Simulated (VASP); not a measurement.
Input:

```
Cu2O
1.0
    4.17211     0.00000     0.00000
    0.00000     4.17211     0.00000
    0.00000     0.00000     4.17211
Cu O
4 2
Direct
  0.75000   0.25000   0.75000
  0.25000   0.75000   0.75000
  0.75000   0.75000   0.25000
  0.25000   0.25000   0.25000
  0.00000   0.00000   0.00000
  0.50000   0.50000   0.50000
```

Calculation: r2SCAN meta-GGA, VASP's PBE PAW potentials (set 64) (plane waves; VASP). Numerical set-up: 520 eV cut-off, 5×5×5 Γ-centred mesh, Gaussian smearing of 0.050 eV, potentials Cu O.

**Question.** Give the stress tensor in GPa (positive for a compressed cell).

**Answer.** 
```
8.97  0.00  0.00
0.00  8.97  0.00
0.00  0.00  8.97
```
The pressure is its mean diagonal, 8.97 GPa.

The compound is Cu2O in the cuprite structure. This cell is one point of a volume scan, at 0.94 of the reference volume.
